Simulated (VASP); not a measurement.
Crystal: Ge3B2C3.

```
CELL_PARAMETERS angstrom
3.25000 0.00000 0.00000
-1.62500 2.81458 0.00000
0.00000 0.00000 11.60000
ATOMIC_POSITIONS crystal
Ge 0.33333 0.66667 0.25000
Ge 0.00000 0.00000 0.50000
Ge 0.00000 0.00000 0.00000
B 0.33333 0.66667 0.75000
B 0.33333 0.66667 0.91000
C 0.00000 0.00000 0.68000
C 0.00000 0.00000 0.18000
C 0.33333 0.66667 0.43000
```

The cell was built by a generator and needn't be a form met in nature.

```yaml
Program: VASP 6.6.1
Task: relaxation of cell and atoms
Functional: PBE
Potentials_or_basis: VASP PAW PBE potentials, release 64 (Ge_d, B, C)
Cutoff: 520 eV
k_mesh: 6 × 6 × 2
Occupations: gaussian, width 0.15 eV
Spin: no spin polarisation
```

At the start: pressure -18.5 GPa; volume 13.26 Å³/atom.

Where does the relaxation end?

Over 13 steps the energy falls by 202.8 meV/atom and the volume is 11.21 Å³/atom (-15.5 %); space group P3m1 (No. 156, to 0.05 Å).

The path:
| step | energy change (eV) | largest force (eV/Å) | pressure (GPa) | volume (Å³) |
| --- | --- | --- | --- | --- |
| 1 | 0.0000 | 1.7351 | -18.51 | 106.11 |
| 2 | -0.8410 | 2.9466 | 18.35 | 84.09 |
| 3 | -1.3244 | 1.5330 | 0.34 | 91.34 |
| 4 | -1.4942 | 0.7894 | 0.23 | 90.42 |
| 5 | -1.5077 | 0.8646 | 0.84 | 90.14 |
| 6 | -1.5079 | 0.9020 | 1.01 | 89.60 |
| 7 | -1.5813 | 0.6311 | 0.01 | 89.51 |
| 8 | -1.5813 | 0.6313 | 0.01 | 89.51 |
| 9 | -1.6120 | 0.3009 | 0.31 | 89.52 |
| 10 | -1.6171 | 0.2636 | 0.60 | 89.53 |
| 11 | -1.6212 | 0.0850 | -0.91 | 89.89 |
| 12 | -1.6212 | 0.0902 | -0.38 | 89.85 |
| 13 | -1.6221 | 0.0760 | 0.43 | 89.69 |

Final structure:
```
Ge B C
1.0
     3.13536    0.00000    0.00000
    -1.56768    2.71530    0.00000
     0.00000    0.00000   10.53558
Ge B C
3 2 3
Cartesian
  0.0000 1.8102 2.6393
  0.0000 0.0000 5.3465
  0.0000 0.0000 10.4925
  0.0000 1.8102 7.7396
  0.0000 1.8102 9.4330
  0.0000 0.0000 7.3480
  0.0000 0.0000 1.9134
  0.0000 1.8102 4.6049
```

Caveat: the k mesh is coarse (spacing up to 0.37 Å⁻¹), so the values aren't converged; the volume moved by over 15 % at a fixed basis, so the end points are rough.
